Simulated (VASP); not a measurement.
An input for Ansatz (written as the equivalent of a VASP run, and not itself run):

Ansatz 0.2 input:
```yaml
crystal:
  lattice:
    - [0.0000000, 2.6513026, 2.6513026]
    - [2.6513026, 0.0000000, 2.6513026]
    - [2.6513026, 2.6513026, 0.0000000]
  atoms:
    - { symbol: Si, position: [0.2500000, 0.2500000, 0.2500000] }
    - { symbol: Si, position: [0.7500000, 0.7500000, 0.7500000] }
    - { symbol: Ni, position: [0.0000000, 0.0000000, 0.0000000] }
kpoints:
  mp_grid: { grid: [10, 10, 10] }
hamiltonian:
  xc: lda
  pseudopotentials: { kind: paw }
scf:
  occupations: { method: methfessel_paxton, width: 0.1 }
  max_iter: 100
output: { forces: true, stress: true, eigenvalues: true }
```

Problem. Write the VASP files for the same calculation (LDA).

Solution. One answer among several that fit: 
INCAR:
```
# general
SYSTEM  = NiSi2
PREC    = Accurate
ENCUT   = 520
LREAL   = .FALSE.
LASPH   = .TRUE.

# electronic loop
EDIFF   = 1E-7
NELM    = 100
ALGO    = Normal
LMAXMIX = 4

# smearing
ISMEAR  = 1
SIGMA   = 0.1

# ions
ISIF    = 2

# output
LWAVE   = .FALSE.
LCHARG  = .FALSE.
```

**POSCAR**
```
NiSi2
1.0
  0.0000000000   2.6513025996   2.6513025996
  2.6513025996   0.0000000000   2.6513025996
  2.6513025996   2.6513025996   0.0000000000
Si Ni
2 1
direct
  0.2500000000   0.2500000000   0.2500000000
  0.7500000000   0.7500000000   0.7500000000
  0.0000000000   0.0000000000   0.0000000000
```

KPOINTS:
```
Automatic
0
Gamma
 10 10 10
```

POTCAR, in this order: Si Ni (LDA.64 set). Program: vasp_std.

What does not carry over: each code has its own PAW files, so the cut-off isn't converted (ENCUT is set for VASP's; basis.ecutwfc is left out, and Ansatz then takes the one that its files recommend); Ansatz stops its SCF on the density residual and VASP on the energy change (EDIFF); Ansatz's lda is the Perdew-Wang form, while the LDA potentials of VASP carry Perdew-Zunger's.

The compound is NiSi2 in the fluorite structure. This cell is one point of a volume scan, at 0.97 of the reference volume.
